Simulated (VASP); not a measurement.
Given:

```xyz
4
Lattice="-2.0080 2.0080 3.9605 2.0080 -2.0080 3.9605 2.0080 2.0080 -3.9605" Properties=species:S:1:pos:R:3 pbc="T T T"
Ag     0.0000     2.0080     1.9803
Ag     2.0080     0.0000     1.9803
Ag     0.0000     0.0000     3.9605
Pd     0.0000     0.0000     0.0000
```

The numbers are results of PBEsol GGA, VASP's PBE PAW potentials (set 64) (plane waves; VASP), not measurements. Settings: 400 eV cut-off, 12×12×12 Γ-centred mesh, tetrahedra with Blöchl corrections, potentials Ag Pd.

The cores are frozen, which limits the accuracy of field gradients.

**Question.** Give the principal components of the electric field gradient (V/Å²) and the asymmetry η at each nucleus.

**Answer.** 
```csv
atom,Vxx,Vyy,Vzz,η
Ag1,5.7,5.7,-11.4,0.00
Ag2,5.7,5.7,-11.4,0.00
Ag3,-12.8,-12.8,25.6,0.00
Pd4,-2.6,-2.6,5.2,0.00
```

The structure comes from a computed database's Ag3Pd entry (I4/mmm); how it stands against other phases isn't given here. It was relaxed first.
